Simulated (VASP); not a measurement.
# BaTe: energy against volume

BaTe (rock salt, Fm-3m, 42.302 Å³/atom and stress up to 0.01 GPa in the relaxed cell, cube axes along x, y and z) under an equal strain ε along all three axes. PBEsol in VASP (plane waves, PAW), 480 eV, 8×8×8 Γ-centred mesh, Gaussian smearing 0.05 eV; ions are relaxed, or left where forces stay under 0.02 eV/Å, within the symmetry of each cell.

Here V stands for volume and E for E less E0.

| volume (Å³/atom) | E less E0 (meV/atom) | pressure (GPa) |
|---|---|---|
| 38.6078 | ? | ? |
| 39.8143 | 16.23 | 2.20 |
| 40.4268 | 8.98 | 1.59 |
| 41.0455 | 3.94 | 1.03 |
| 41.6706 | 0.97 | 0.50 |
| 42.3020 | 0.00 | 0.00 |
| 42.9397 | 0.91 | -0.46 |
| 43.5837 | 3.61 | -0.88 |
| 44.2342 | 8.01 | -1.28 |
| 44.8912 | 14.02 | -1.65 |

Fit E of the 9 rows that show it with the third-order Birch-Murnaghan form, a cubic in V^(-2/3). With u = V^(-2/3) - 0.0824, the rows have u = 0.0033644, 0.0024960, 0.0016407, 0.0007981, -0.0000318, -0.0008494, -0.0016547, -0.0024483, -0.0032303. Least squares gives E = 0.002 + 107.6·u + 1388983·u² + 3775778·u³. Residuals (row less fit): 0.000, -0.003, 0.006, -0.005, 0.000, 0.000, 0.000, 0.001, -0.001; standard error 0.004 (degrees of freedom: 5). Its minimum lies at u = -0.0000387, so V0 = (0.0823613)^(-3/2) = 42.31. There d²E/du² = 2777000 and d³E/du³ = 2.265e7, so B0 = (4/9) × 42.31^(-7/3) × 2777000 × 0.160218 = 31.7 GPa (the last factor turns the table's units into GPa), and B0' = 4 + (2/3) × 0.0823613 × (2.265e7)/2777000 = 4.4. B0' rests on the cubic coefficient alone and has a standard error of 0.1 from these residuals.

Problem. Predict the withheld E at V = 38.6078 from the fit, and compare with the calculation.

Solution. u = 0.0051420, so E = 0.002 + 107.6 × 0.0051420 + 1388983 × 0.0051420² + 3775778 × 0.0051420³ = 37.794 meV/atom. The calculation gives 37.77 meV/atom, 0.024 meV/atom below the prediction (0.1 % of the range of E in the table). The row lies outside the fitted rows, so this is an extrapolation. The scatter of the fitted rows lies at the last printed digit.

Spin-orbit coupling is left out, which can shift these values for the heavy elements here. Other structures, which can take over under pressure, weren't tried. The same form fitted to the pressure column gives B0' = 4.4; series where the two differ by over 0.4 aren't shown. Rows are the converged runs of the series near zero and its far end, less any whose ions stayed unrelaxed beside relaxed ones; series whose fitted rows scatter by over a few per cent of the range, as at a crossing or softening among them, aren't shown in this form.
